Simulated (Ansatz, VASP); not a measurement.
# One calculation of HfGe, two programs

```
Hf Ge
1.0
     3.25186    0.00000    0.00000
     0.00000    3.25186    0.00000
     0.00000    0.00000    4.10843
Hf Ge
1 1
Direct
  0.50000 0.50000 0.00000
  0.00000 0.00000 0.00000
```

Change from the starting cell: strain = 0.01.

Alike in both runs: task single point; functional PBE; k mesh 8 × 8 × 7; occupations fermi-dirac, width 0.05 eV; no spin polarisation.

```csv
,VASP,Ansatz
version,VASP 6.6.1,Ansatz 0.2.0
potentials or method,"VASP PAW PBE potentials, release 64 (Hf_pv, Ge_d)",Ansatz PAW
plane-wave cutoff (eV),520,420
valence electrons in the cell,24,40
```

|  | VASP | Ansatz | Ansatz less VASP |
| --- | --- | --- | --- |
| gap on the k mesh at the Fermi level (eV) | none | none | - |
| pressure (GPa) | 54.6 | 54.6 | -0.08 |
| largest component of the traceless stress (GPa) | 56.26 | 56.21 | -0.053 |

A gap of «none» marks a metal or a gap that the smearing closes. The two sets of potentials don't hold the same shells in valence.

Spin-orbit coupling is left out, which matters for the levels of Hf.
